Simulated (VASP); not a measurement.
Level of theory: r2SCAN meta-GGA, VASP's PBE PAW potentials (set 64) (plane waves; VASP 6.6.1).

VASP input:

INCAR:
```
# general
SYSTEM =Te
PREC   =Accurate
ENCUT  =400
LREAL  =.FALSE.
LASPH  =.TRUE.

# electronic loop
EDIFF  =1E-6
NELM   =100
ALGO   =Normal
LMAXMIX=4
LMIXTAU=.TRUE.

# smearing
ISMEAR =1
SIGMA  =0.1

# functional
METAGGA=R2SCAN

# ions
IBRION =2
NSW    =60
ISIF   =3
EDIFFG =-0.02

# output
LWAVE  =.FALSE.
LCHARG =.FALSE.
```

**POSCAR**
```
Te
1
    3.7296334851    -2.1261035597     0.0052904239
    3.7296334851     2.1261035597     0.0052904239
   -0.0836752957     0.0000000000     5.9254220875
Te
3
Direct
  0.6872418416   0.6872418416   0.6617680898
  0.3127581584   0.3127581584   0.3382319102
  0.0000000000   0.0000000000   0.0000000000
```

File KPOINTS:
```
kpoints
0
Gamma
 8 8 5
```

POTCAR, in this order: Te (PBE.64 set). Program: vasp_std.

What will the output report for the number of irreducible k-points (NKPTS), number of bands (NBANDS), largest plane-wave count, number of space-group operations, FFT grid (NGX, NGY, NGZ)?

| Property | Result |
|---|---|
| number of irreducible k-points (NKPTS) | 93 |
| number of bands (NBANDS) | 13 |
| largest plane-wave count | 1725 |
| number of space-group operations | 4 |
| FFT grid (NGX, NGY, NGZ) | 28 × 28 × 40 |

The structure comes from a computed database's Te entry (C2/m); how it stands against other phases isn't given here. This run relaxes it. Symmetry was kept, so distortions that lower it aren't found. The start is the result of an earlier pass.
